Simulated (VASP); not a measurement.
Here is the system:

```xyz
4
Lattice="3.9800 0.0000 0.0000 0.0000 3.9800 0.0000 0.0000 0.0000 5.0200" Properties=species:S:1:pos:R:3 pbc="T T T"
Pb     1.9900     0.0000     3.8403
Pb     0.0000     1.9900     1.1797
O      1.9900     1.9900     0.0000
O      0.0000     0.0000     0.0000
```

All values below come from AM05 GGA, VASP's PBE PAW potentials (set 64) (plane waves; VASP). Run with 520 eV cut-off, 5×5×4 Γ-centred mesh, Gaussian smearing of 0.050 eV, potentials Pb_d O.

Question: Which forces act on the atoms, in eV/Å?

Answer: 
```csv
atom,Fx,Fy,Fz
Pb1,0.000,0.000,-0.085
Pb2,0.000,0.000,0.085
O3,0.000,0.000,0.000
O4,0.000,0.000,0.000
```

Question: Give the stress tensor in GPa (positive for a compressed cell).

Answer: 
```
1.48  0.00  0.00
0.00  1.48  0.00
0.00  0.00  1.50
```
The pressure is its mean diagonal, 1.49 GPa.

The compound is PbO in the litharge structure. The cell was not relaxed at this level. The run is one of a series of settings (GGA = AM against the base run), some of them coarse on purpose.
